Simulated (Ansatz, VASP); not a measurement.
Two plane-wave programs on Ca3ZrBC3

File INCAR:

```
SYSTEM = Ca3ZrBC3
ALGO     = Normal         ! electronic algorithm
EDIFF    = 1E-6           ! SCF threshold, eV
EDIFFG   = -0.01          ! ionic threshold
ENCUT    = 600            ! plane-wave cutoff, eV
GGA      = PE             ! functional
IBRION   = 2              ! ionic algorithm
ISIF     = 3              ! what is computed and relaxed
ISMEAR   = 0              ! smearing method
LASPH    = .True.         ! aspherical terms in the spheres
LCHARG   = .False.        ! write CHGCAR
LREAL    = .False.        ! projectors in reciprocal space
LWAVE    = .False.        ! write WAVECAR
NELM     = 100            ! most SCF steps
NSW      = 100            ! ionic steps
PREC     = Accurate       ! precision mode
SIGMA    = 0.1            ! smearing width, eV
```

KPOINTS

```
k-points
0
Gamma
  8 8 8
  0 0 0
```

The input POSCAR:

```
Ca3ZrBC3
1.0
    5.0899521934      0.0000000000      0.0000000000
    0.0000000000      5.0899521934      0.0000000000
    0.0000000000      0.0000000000      5.0899521934
Ca Zr B C
3 1 1 3
Direct
    0.5000000000      0.0000000000      0.0000000000
    0.0000000000      0.5000000000      0.0000000000
    0.0000000000      0.0000000000      0.5000000000
    0.5000000000      0.5000000000      0.5000000000
    0.0000000000      0.0000000000      0.0000000000
    0.0000000000      0.5000000000      0.5000000000
    0.5000000000      0.0000000000      0.5000000000
    0.5000000000      0.5000000000      0.0000000000
```

Input for Ansatz:

```yaml
crystal:
  lattice:
    - [5.0899521934, 0.0, 0.0]
    - [0.0, 5.0899521934, 0.0]
    - [0.0, 0.0, 5.0899521934]
  atoms:
    - { symbol: Ca, position: [0.5, 0.0, 0.0] }
    - { symbol: Ca, position: [0.0, 0.5, 0.0] }
    - { symbol: Ca, position: [0.0, 0.0, 0.5] }
    - { symbol: Zr, position: [0.5, 0.5, 0.5] }
    - { symbol: B, position: [0.0, 0.0, 0.0] }
    - { symbol: C, position: [0.0, 0.5, 0.5] }
    - { symbol: C, position: [0.5, 0.0, 0.5] }
    - { symbol: C, position: [0.5, 0.5, 0.0] }
basis:
  ecutwfc: 420
kpoints:
  mp_grid: { grid: [8, 8, 8] }
hamiltonian:
  xc: pbe
scf:
  occupations: { method: gaussian, width: 0.1 }
output:
  forces: true
  stress: true
  eigenvalues: true
  write_density: true
  write_potential: true
  elf: true
  volumetric_format: npy
relax:
  adjacent_minimum: "off"
  f_tol: 0.01
  max_steps: 80
  cell: { stress_tol: 0.05 }
```

Alike in both runs: task relaxation of cell and atoms; functional PBE; k mesh 8 × 8 × 8; occupations gaussian, width 0.1 eV; no spin polarisation.

|  | VASP | Ansatz |
| --- | --- | --- |
| version | VASP 6.6.1 | Ansatz 0.2.0 |
| potentials or method | VASP PAW PBE potentials, release 64 (Ca_sv, Zr_sv, B, C) | scalar-relativistic, plane waves, PAW |
| plane-wave cutoff (eV) | 600 | 420 |
| valence electrons in the cell | 57 | 57 |

|  | VASP | Ansatz | Ansatz less VASP |
| --- | --- | --- | --- |
| gap on the k mesh at the Fermi level, each at its own relaxed structure (eV) | none | none | - |
| relaxed volume (Å³/atom) | 16.48 | 16.45 | -0.037 |
| relaxed cell length with the largest relative difference (Å) | 5.090 | 5.086 | -0.0038 |

A gap of «none» marks a metal or a gap that the smearing closes.

Caveats: the relaxation stopped at its first step, so nothing moved.
